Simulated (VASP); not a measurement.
Input:

```yaml
crystal:
  lattice:
    - [2.86832, 0.00000, 0.00000]
    - [0.00000, 2.86832, 0.00000]
    - [0.00000, 0.00000, 2.86832]
  atoms:
    - { symbol: Ce, position: [0.00000, 0.00000, 0.00000] }
```

These are r2SCAN meta-GGA, VASP's PBE PAW potentials (set 64) (plane waves; VASP) values and carry that method's errors. Numerical set-up: 400 eV cut-off, 14×14×14 Γ-centred mesh, tetrahedra with Blöchl corrections, potentials Ce.

For a metal the tetrahedron method with Blöchl corrections gives inexact stress and forces.

Task: What does the run give for the energy per atom (σ→0), pressure, band gap (over mesh and band path) with the smallest direct gap where there is one?

Result: 
```
Quantity                                                               Value
----------------------------------  ----------------------------------------
band gap (over mesh and band path)  none (metal, semimetal or under 0.01 eV)
energy per atom (σ→0)                                        -30.491 eV/atom
pressure                                                            1.17 GPa
```

The absolute energy has meaning only against runs of the same code, potentials and settings.

The structure was generated: Ce was put into the simple-cubic type (Pm-3m), which need not be its known phase. It was relaxed first, which changed the volume by -39 %. The run is not spin-polarised, so no magnetic state was tried.
